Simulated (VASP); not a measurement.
# GaN: structure and properties in VASP, part 2 of 6

Aim: relax GaN, then compute properties on the relaxed cell. The start is a computed cell from the Materials Project.

VASP 6.6.1; r2SCAN with rVV10; plane waves and PAW (Ga_d, N).

So far, gap on the k-mesh (eV): step 2 (full relaxation (r2SCAN + rVV10)) 2.13.

### 3. Density, ELF and potential (r2SCAN + rVV10)

A single point on the relaxed cell gives a clean self-consistent state, with density, ELF and potential written out.

INCAR

```
SYSTEM = GaN
PREC = Accurate
ENCUT = 520
EDIFF = 1E-06
NELM = 100
ISMEAR = 0
SIGMA = 0.05
LREAL = .FALSE.
ALGO = Normal
METAGGA = R2SCAN
LUSE_VDW = .TRUE.
IVDW_NL = 2
BPARAM = 11.95
CPARAM = 0.0093
LASPH = .TRUE.
NBANDS = 15
LORBIT = 11
LWAVE = .FALSE.
LCHARG = .TRUE.
ISIF = 2
LELF = .TRUE.
LVHAR = .TRUE.
```

POSCAR

```
GaN
1.0
    0.0000000000      2.2479037018      2.2479037018
    2.2479037018      0.0000000000      2.2479037018
    2.2479037018      2.2479037018      0.0000000000
Ga N
1 1
Direct
    0.0000000000      0.0000000000      0.0000000000
    0.7500000000      0.7500000000      0.7500000000
```

KPOINTS

```
Automatic mesh
0
Gamma
7 7 7
0 0 0
```

The projector-augmented-wave data sets are Ga_d and N (PBE family, release 64).

Command:

```sh
mpirun -np 2 vasp_std
```

The program printed:

```text
[banner, memory and clock lines left out]
running    2 mpi-ranks, on    1 nodes
 distrk:  each k-point on    2 cores,    1 groups
 distr:  one band on    1 cores,    2 groups

 POSCAR found type information on POSCAR GaN
 POSCAR found :  2 types and       2 ions
 [... a notice as in an earlier step ...]

 [... a notice as in an earlier step ...]

 LDA part: xc-table for (None), standard interpolation
|                                                                             |
|           W    W    AA    RRRRR   N    N  II  N    N   GGGG   !!!           |
|           W    W   A  A   R    R  NN   N  II  NN   N  G    G  !!!           |
|           W    W  A    A  R    R  N N  N  II  N N  N  G       !!!           |
|           W WW W  AAAAAA  RRRRR   N  N N  II  N  N N  G  GGG   !            |
|           WW  WW  A    A  R   R   N   NN  II  N   NN  G    G                |
|           W    W  A    A  R    R  N    N  II  N    N   GGGG   !!!           |
|                                                                             |
|     The number of bands has been changed from the values supplied in        |
|     The orbitals not found in the WAVECAR file will be initialized with     |
|     random numbers, which is usually adequate. For correlated               |
|     calculations, however, you should redo the groundstate calculation.     |
|     I found NBANDS = 15. Now, NBANDS = 16.                                  |
|                                                                             |

 POSCAR, INCAR and KPOINTS ok, starting setup
 FFT: planning ... GRIDC
 FFT: planning ... GRID_SOFT
 FFT: planning ... GRID
 WAVECAR not read
 entering main loop
       N       E                     dE             d eps       ncg     rms          rms(c)
Total rVV10 correction in eV:      0.4612137    19.3421240
DAV:   1     0.727048201353E+02    0.72705E+02   -0.93908E+03   720   0.203E+03
DAV:   2    -0.201423904389E+02   -0.92847E+02   -0.84138E+02   736   0.344E+02
DAV:   3    -0.262285441007E+02   -0.60862E+01   -0.60680E+01   744   0.733E+01
DAV:   4    -0.263034530820E+02   -0.74909E-01   -0.74897E-01   800   0.870E+00
DAV:   5    -0.263043908579E+02   -0.93778E-03   -0.93777E-03   744   0.906E-01    0.714E+00
Total rVV10 correction in eV:      0.4811144    19.3421251
DAV:   6    -0.213194282934E+02    0.49850E+01   -0.34771E+00   976   0.410E+01    0.247E+00
Total rVV10 correction in eV:      0.4867911    19.3421250
DAV:   7    -0.213925408125E+02   -0.73113E-01   -0.42803E-01   688   0.696E+00    0.173E+00
Total rVV10 correction in eV:      0.4925780    19.3421250
DAV:   8    -0.214016860361E+02   -0.91452E-02   -0.35211E-02   856   0.481E+00    0.226E-01
Total rVV10 correction in eV:      0.4939899    19.3421250
DAV:   9    -0.214002761013E+02    0.14099E-02   -0.12353E-02   968   0.284E+00    0.140E-01
Total rVV10 correction in eV:      0.4939983    19.3421250
DAV:  10    -0.214003868406E+02   -0.11074E-03   -0.79497E-04   704   0.252E-01    0.148E-01
Total rVV10 correction in eV:      0.4939512    19.3421250
DAV:  11    -0.214004593938E+02   -0.72553E-04   -0.62664E-05  1016   0.230E-01    0.127E-01
Total rVV10 correction in eV:      0.4938936    19.3421250
DAV:  12    -0.214004236342E+02    0.35760E-04   -0.12059E-04   768   0.152E-01    0.654E-02
Total rVV10 correction in eV:      0.4939253    19.3421250
DAV:  13    -0.214004164255E+02    0.72087E-05   -0.81738E-06   840   0.536E-02    0.584E-02
Total rVV10 correction in eV:      0.4940130    19.3421250
DAV:  14    -0.214003956657E+02    0.20760E-04   -0.20732E-05   960   0.103E-01    0.373E-02
Total rVV10 correction in eV:      0.4941258    19.3421250
DAV:  15    -0.214003813664E+02    0.14299E-04   -0.30384E-05   952   0.114E-01    0.122E-02
Total rVV10 correction in eV:      0.4941567    19.3421250
DAV:  16    -0.214003790744E+02    0.22920E-05   -0.80960E-06   872   0.341E-02    0.423E-03
Total rVV10 correction in eV:      0.4941577    19.3421250
DAV:  17    -0.214003795631E+02   -0.48861E-06   -0.38573E-07   368   0.626E-03
Total rVV10 correction in eV:      0.4941617    19.3421250
Total rVV10 correction in eV:      0.4941623    19.3421250
   1 F= -.21400380E+02 E0= -.21400380E+02  d E =-.143309E-11
```

The job ended after 16 s (2 MPI ranks of Intel Xeon 6975P-C (Granite Rapids), shared host; peak memory 0.33 GiB; 32 s of CPU time).

OUTCAR, selected parts (step 3):

```text
  LATTYP: Found a face centered cubic cell.
 ALAT       =     4.4958074036

The static configuration has the point symmetry T_d .

 Found     20 irreducible k-points:

   k-points           NKPTS =     20   k-points in BZ     NKDIM =     20   number of bands    NBANDS=     16

   ENCUT  =  520.0 eV  38.22 Ry    6.18 a.u.   5.91  5.91  5.91*2*pi/ulx,y,z

   NELECT =      18.0000    total number of electrons

 E-fermi :   5.3038

 k-point     1 :       0.0000    0.0000    0.0000
  band No.  band energies     occupation
    ...
      5      -8.3721      2.00000
      6      -8.3721      2.00000
      7       5.0861      2.00000
      8       5.0861      2.00000
      9       5.0861      2.00000
     10       7.2190      0.00000
     11      16.1193      0.00000
     12      16.1194      0.00000
     13      16.1194      0.00000
     14      23.6719      0.00000
    ...

 k-point     2 :       0.1429    0.0000    0.0000
  band No.  band energies     occupation
    ...
      5      -8.3737      2.00000
      6      -8.3737      2.00000
      7       3.2153      2.00000
      8       4.8716      2.00000
      9       4.8716      2.00000
     10       8.5917      0.00000
     11      15.2498      0.00000
     12      16.4237      0.00000
     13      16.4238      0.00000
     14      22.9129      0.00000
    ...

  Total        0.0141563      0.0141563      0.0141563      0.0000000     -0.0000000      0.0000000
  in kB        0.9983804      0.9983804      0.9983804      0.0000000     -0.0000000      0.0000000
  external PRESSURE =       0.9983804 kB  Pullay stress =       0.0000000 kB

  energy-cutoff  :      520.00
  volume of cell :       22.72
      direct lattice vectors                 reciprocal lattice vectors
     0.000000000  2.247903702  2.247903702    -0.222429457  0.222429457  0.222429457
     2.247903702  0.000000000  2.247903702     0.222429457 -0.222429457  0.222429457
     2.247903702  2.247903702  0.000000000     0.222429457  0.222429457 -0.222429457

 POSITION                                       TOTAL-FORCE (eV/Angst)
 -----------------------------------------------------------------------------------
      0.00000      0.00000      0.00000         0.000000      0.000000      0.000000
      3.37186      3.37186      3.37186        -0.000000     -0.000000     -0.000000
 -----------------------------------------------------------------------------------
    total drift:                               -0.000008     -0.000008     -0.000008

  FREE ENERGIE OF THE ION-ELECTRON SYSTEM (eV)
  ---------------------------------------------------
  free  energy   TOTEN  =       -21.4003795631 eV

  energy  without entropy=      -21.4003795630  energy(sigma->0) =      -21.40037956

 total charge
# of ion       s       p       d       tot
------------------------------------------
    1        0.758   0.887  10.193  11.839
    2        1.231   2.543   0.000   3.774
--------------------------------------------------
tot          1.989   3.430  10.193  15.613

[... 4 parts as in an earlier step ...]

[... 5 further parts left out ...]
```

Numbers from this step:

| Item | Value |
| --- | --- |
| SCF cycles | 17 |
| bands | 16 |
| Fermi energy | 5.304 eV |
| pressure | 0.09984 GPa |
| gap on the k-mesh | 2.133 eV |
| least direct gap on the k-mesh | 2.133 eV |

Valence electrons inside each PAW sphere by angular momentum. Sphere charges, by row:

| atom | s (e) | p (e) | d (e) | tot (e) |
| --- | --- | --- | --- | --- |
| Ga1 | 0.758 | 0.887 | 10.19 | 11.84 |
| N2 | 1.231 | 2.543 | 0 | 3.774 |

ELF in the ac plane of a cell with a along [110], b along [-110] and c along [001] of the cube at fractional y = 0.000, with atoms of Ga and N within 0.2 Å of it. It is the smooth field of the valence electrons, not physical close to the nuclei.

Ten even steps from '_' (0.02) to '@' (0.80), each cell a mean:
```
__..::::::::::..____..::::::::::..__
..::::..____..::::..::::..____..::::
::....________..::::....________..::
..______________....______________..
________....______________....______
____..--====::________..--====::____
__..==##@@%%**::____..==##@@%%**::__
__--##@@@@@@%%++..__--##@@@@@@%%++..
..==@@%%==**@@##::..==@@%%==**@@##::
::==%%@@**%%@@**::::==%%@@**%%@@**::
..::**@@@@@@##==....::**@@@@@@##==..
__..--++##**==::____..--++##**==::__
```
Columns run along a (6.4 Å), rows up along c (4.5 Å), edges of the conventional cell, whose origin can differ from the input's. Atoms in or near the plane, at fractional coordinates: Ga at (0.50, 0.00), Ga at (0.00, 0.00), N at (0.75, 0.25), N at (0.25, 0.25).

Electrostatic potential energy in the ac plane of a cell with a along [110], b along [-110] and c along [001] of the cube at fractional y = 0.000, with atoms of Ga and N within 0.2 Å of it. With pseudopotentials it is smooth inside the atoms' cores, unlike the true potential.

Ten even steps from '_' (-48 eV) to '@' (4 eV), each cell a mean:
```
__::++%%@@@@##--____::++%%@@@@##--__
--++##@@@@@@%%**==--++##@@@@@@%%**==
##%%@@@@@@@@@@%%%%##%%@@@@@@@@@@%%%%
@@@@@@@@@@@@@@@@@@@@@@@@@@@@@@@@@@@@
@@@@@@@@@@@@@@@@@@@@@@@@@@@@@@@@@@@@
@@@@@@@@@@@@@@@@@@@@@@@@@@@@@@@@@@@@
@@@@@@@@%%@@@@@@@@@@@@@@@@%%@@@@@@@@
@@@@@@**::==%%@@@@@@@@@@**::==%%@@@@
@@@@%%::..__++@@@@@@@@%%::..__++@@@@
**##%%--__..**%%****##%%--__..**%%**
..--**##**##%%++::..--**##**##%%++::
__..++%%@@@@##--____..++%%@@@@##--__
```
Columns run along a (6.4 Å; values clipped at the 3rd and 97th percentile), rows up along c (4.5 Å), edges of the conventional cell, whose origin can differ from the input's. Atoms in or near the plane, at fractional coordinates: Ga at (0.50, 0.00), Ga at (0.00, 0.00), N at (0.75, 0.25), N at (0.25, 0.25).

Valence density in the ac plane of a cell with a along [110], b along [-110] and c along [001] of the cube at fractional y = 0.000, with atoms of Ga and N within 0.2 Å of it. It is the smooth field of the valence electrons, not physical close to the nuclei.

Ten steps, logarithmic in the rise over the least value, from '0' (0 e/Å³) to '9' (14 e/Å³), each cell a mean:
```
974111269974111269
652000136652000136
210000012210000012
000000000000000000
000000000000000000
000111000000111000
001333210001333210
013565420013565420
124676531124676531
434666533434666533
864454457864454457
984222379984222379
```
Columns run along a (6.4 Å), rows up along c (4.5 Å), edges of the conventional cell, whose origin can differ from the input's. Atoms in or near the plane, at fractional coordinates: Ga at (0.50, 0.00), Ga at (0.00, 0.00), N at (0.75, 0.25), N at (0.25, 0.25).

In this run the pressure is 0.10 GPa, small enough to go on.

(Part 2 of 6 ends here.)

[Lines on the potential files, build, host, timing and source positions are cut from VASP's logs without a mark.]

[Logs are printed without paths, hosts, clocks, repeated set-up lines and the standing remarks that a program may print on its own settings, such as how far it seeks lower states.]

[Hosts, paths, dates, database ids (printed as entryN), source tags and the programs' standing remarks are cut or masked in the printed files.]

[A measured line is paired with the nearest computed mode of its activity, which favours agreement.]
